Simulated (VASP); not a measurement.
VASP ran on this input.

INCAR:
```
SYSTEM = Ni
PREC = Accurate
ENCUT = 400
EDIFF = 1E-6
NELM = 100
ALGO = Normal
LREAL = .FALSE.
LASPH = .TRUE.
ISMEAR = 1
SIGMA = 0.1
GGA = PE
LMAXMIX = 4
ISPIN = 2
MAGMOM = 0.8
LORBIT = 10
LWAVE = .FALSE.
LCHARG = .FALSE.
ISIF = 2
LEPSILON = .TRUE.
```

POSCAR:
```
Ni
1
    0.0000000000     1.7952000000     1.7952000000
    1.7952000000     0.0000000000     1.7952000000
    1.7952000000     1.7952000000     0.0000000000
Ni
1
Direct
  0.0000000000   0.0000000000   0.0000000000
```

### KPOINTS
```
Automatic mesh
0
Gamma
13 13 13
0 0 0
```

POTCAR, in this order: Ni (PBE.64 set). Program: vasp_std.

**Question.** Does this input run properly? What does VASP do?

**Answer.** There is a fault: LEPSILON was set for a metal. The run ends without an error. Against the sound run, the energy per atom (σ→0) stays essentially unchanged; the pressure hardly moves; the cell moment is nearly the same.

File standard output:
```
...
  Direction:   1
       N       E                     dE             d eps       ncg     rms          rms(c)
RMM:   1     0.251319669460E+02    0.25132E+02    0.28289E+02  8402   0.124E+01
RMM:   2    -0.710090576438E+02   -0.96141E+02    0.54494E+01 10647   0.348E+00    0.589E+00
RMM:   3    -0.765511115113E+02   -0.55421E+01    0.47591E-01 10507   0.716E+00    0.308E+00
RMM:   4    -0.770575397682E+02   -0.50643E+00   -0.97001E-01 10265   0.299E+00    0.154E+00
RMM:   5    -0.770690290680E+02   -0.11489E-01    0.85396E-02 10706   0.149E+00    0.434E-01
RMM:   6    -0.770955646464E+02   -0.26536E-01    0.29293E-02 11152   0.398E-01    0.563E-02
RMM:   7    -0.770969714403E+02   -0.14068E-02    0.22866E-02 11346   0.141E-01    0.263E-02
RMM:   8    -0.770999407722E+02   -0.29693E-02   -0.11334E-03 11562   0.527E-02    0.829E-03
RMM:   9    -0.770999351758E+02    0.55964E-05   -0.58241E-04 12549   0.172E-02    0.504E-03
RMM:  10    -0.770999225626E+02    0.12613E-04   -0.92064E-04 12486   0.553E-03    0.200E-03
RMM:  11    -0.770998141908E+02    0.10837E-03   -0.65058E-04 12019   0.227E-03    0.593E-04
RMM:  12    -0.770998244555E+02   -0.10265E-04   -0.24312E-04  9608   0.147E-03    0.187E-04
RMM:  13    -0.770998308284E+02   -0.63729E-05   -0.22021E-04  5658   0.477E-04    0.453E-05
RMM:  14    -0.770998267802E+02    0.40482E-05    0.58491E-06  2364   0.441E-04    0.200E-05
RMM:  15    -0.770998268456E+02   -0.65370E-07    0.52113E-06  1651   0.436E-04    0.715E-06
 change of polarisation eV/A/(eV/A) component  1 :   152.797   135.441     0.493
 dielectric tensor                  component  1 :  2390.527  2118.104     7.704
 Linear response to external field, progress :
  Direction:   2
       N       E                     dE             d eps       ncg     rms          rms(c)
RMM:   1     0.251281687192E+02    0.25128E+02    0.28285E+02  8402   0.124E+01
RMM:   2    -0.710083571560E+02   -0.96137E+02    0.54494E+01 10652   0.348E+00    0.588E+00
RMM:   3    -0.765586363211E+02   -0.55503E+01    0.40369E-01 10511   0.716E+00    0.307E+00
RMM:   4    -0.770578429403E+02   -0.49921E+00   -0.98375E-01 10256   0.300E+00    0.154E+00
RMM:   5    -0.770666420338E+02   -0.87991E-02    0.94334E-02 10711   0.149E+00    0.434E-01
RMM:   6    -0.770943740407E+02   -0.27732E-01    0.24241E-02 11141   0.396E-01    0.574E-02
RMM:   7    -0.770955666427E+02   -0.11926E-02    0.21976E-02 11308   0.141E-01    0.265E-02
RMM:   8    -0.770985863846E+02   -0.30197E-02   -0.26304E-03 11481   0.533E-02    0.944E-03
RMM:   9    -0.770984766267E+02    0.10976E-03   -0.11786E-03 12555   0.177E-02    0.534E-03
RMM:  10    -0.770983126419E+02    0.16398E-03   -0.21759E-04 12573   0.566E-03    0.199E-03
RMM:  11    -0.770982633025E+02    0.49339E-04    0.25512E-04 12017   0.225E-03    0.628E-04
RMM:  12    -0.770983168576E+02   -0.53555E-04   -0.51383E-05  9623   0.146E-03    0.186E-04
RMM:  13    -0.770983246266E+02   -0.77690E-05   -0.12256E-04  5708   0.465E-04    0.425E-05
RMM:  14    -0.770983218275E+02    0.27990E-05   -0.16466E-05  2427   0.434E-04    0.180E-05
RMM:  15    -0.770983220316E+02   -0.20404E-06   -0.18966E-05  1671   0.427E-04    0.608E-06
 change of polarisation eV/A/(eV/A) component  2 :   135.437   152.797     0.003
 dielectric tensor                  component  2 :  2118.040  2390.526     0.044
 Linear response to external field, progress :
  Direction:   3
       N       E                     dE             d eps       ncg     rms          rms(c)
RMM:   1     0.251201785792E+02    0.25120E+02    0.28277E+02  8406   0.124E+01
RMM:   2    -0.710021267383E+02   -0.96122E+02    0.54524E+01 10646   0.348E+00    0.588E+00
RMM:   3    -0.765512407865E+02   -0.55491E+01    0.44639E-01 10508   0.716E+00    0.307E+00
RMM:   4    -0.770559382848E+02   -0.50470E+00   -0.99748E-01 10261   0.300E+00    0.154E+00
RMM:   5    -0.770634408501E+02   -0.75026E-02    0.92770E-02 10705   0.149E+00    0.437E-01
RMM:   6    -0.770918448340E+02   -0.28404E-01    0.16511E-02 11164   0.394E-01    0.574E-02
RMM:   7    -0.770927057881E+02   -0.86095E-03    0.17465E-02 11329   0.139E-01    0.263E-02
RMM:   8    -0.770953008864E+02   -0.25951E-02   -0.26847E-03 11492   0.527E-02    0.934E-03
RMM:   9    -0.770951445082E+02    0.15638E-03   -0.77633E-04 12551   0.174E-02    0.529E-03
RMM:  10    -0.770950582386E+02    0.86270E-04    0.69660E-05 12584   0.559E-03    0.197E-03
RMM:  11    -0.770949617667E+02    0.96472E-04    0.86923E-04 12092   0.222E-03    0.623E-04
RMM:  12    -0.770950150942E+02   -0.53327E-04    0.89828E-05  9717   0.144E-03    0.184E-04
RMM:  13    -0.770950212125E+02   -0.61183E-05    0.68775E-05  5753   0.465E-04    0.415E-05
RMM:  14    -0.770950191099E+02    0.21025E-05    0.19368E-05  2525   0.436E-04    0.176E-05
RMM:  15    -0.770950202800E+02   -0.11701E-05    0.18630E-05  1791   0.429E-04    0.597E-06
 change of polarisation eV/A/(eV/A) component  3 :     0.500   134.934   152.791
 dielectric tensor                  component  3 :     7.821  2110.173  2390.431
 Born effective charges drift removed
```

### OUTCAR
```
------------------------ aborting loop because EDIFF is reached ----------------------------------------

 total charge

# of ion       s       p       d       tot
------------------------------------------
    1        0.472   0.446   8.287   9.205

 magnetization (x)

# of ion       s       p       d       tot
------------------------------------------
    1       -0.006  -0.024   0.679   0.649

 HEAD OF MICROSCOPIC STATIC DIELECTRIC TENSOR (INDEPENDENT PARTICLE, excluding Hartree and local field effects)
 ------------------------------------------------------
        2404.203432     0.000000     0.000000
          -0.000000  2404.203432     0.000000
          -0.000000    -0.000000  2404.203432
 ------------------------------------------------------

 MACROSCOPIC STATIC DIELECTRIC TENSOR (including local field effects in DFT)
 ------------------------------------------------------
        2390.494676     0.000000    -0.000000
          -0.000000  2390.494676     0.000000
           0.000000    -0.000000  2390.494676
 ------------------------------------------------------

 PIEZOELECTRIC TENSOR (including local field effects)  for field in x, y, z        (e  Angst)
          XX          YY          ZZ          XY          YZ          ZX
  --------------------------------------------------------------------------------
  x     0.00000     0.00000     0.00000     0.00000     0.00000     0.00000
  y     0.00000     0.00000     0.00000     0.00000     0.00000     0.00000
  z     0.00000     0.00000     0.00000     0.00000     0.00000     0.00000

 PIEZOELECTRIC TENSOR (including local field effects)  for field in x, y, z        (C/m^2)
          XX          YY          ZZ          XY          YZ          ZX
  --------------------------------------------------------------------------------
  x     0.00000     0.00000     0.00000     0.00000     0.00000     0.00000
  y     0.00000     0.00000     0.00000     0.00000     0.00000     0.00000
  z     0.00000     0.00000     0.00000     0.00000     0.00000     0.00000

 BORN EFFECTIVE CHARGES (including local field effects) (in |e|, cummulative output)
 ---------------------------------------------------------------------------------
 ion    1
    1     0.00000     0.00000     0.00000
    2     0.00000     0.00000     0.00000
    3     0.00000     0.00000     0.00000
```
(Selected blocks of OUTCAR.)

To mend it, drop LEPSILON, since a metal has no finite static dielectric tensor or Born charges. The plain static run on this cell (PBE GGA, plane waves, VASP's PBE PAW potentials (set 64)) converges, and its OSZICAR ends with
```
   1 F= -.54502464E+01 E0= -.54502860E+01  d E =0.119024E-03  mag=     0.6314
```

The compound is Ni in the fcc structure. The cell was not relaxed at this level.
